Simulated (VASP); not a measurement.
Here is the system:

```
TiC
1.0
    0.00000     2.17799     2.17799
    2.17799     0.00000     2.17799
    2.17799     2.17799     0.00000
Ti C
1 1
Direct
  0.00000   0.00000   0.00000
  0.50000   0.50000   0.50000
```

The numbers are results of PBE GGA, VASP's PBE PAW potentials (set 64) (plane waves; VASP), not measurements. Run with 400 eV cut-off, 13×13×13 Γ-centred mesh, Gaussian smearing of 0.20 eV, potentials Ti_sv C.

At this cut-off the stress carries a Pulay error, which pulls relaxed volumes low.

### Question
Predict the energy per atom (σ→0), pressure, band gap (on the k-mesh) with the smallest direct gap where there is one.

### Answer

- band gap (on the k-mesh) = none (metal, semimetal or under 0.01 eV)
- energy per atom (σ→0) = -9.352 eV/atom
- pressure = -5.25 GPa

Total energies compare only between runs with the same potentials, cut-off and functional.

The structure is a typed TiC crystal (Fm-3m). The cell was not relaxed at this level.
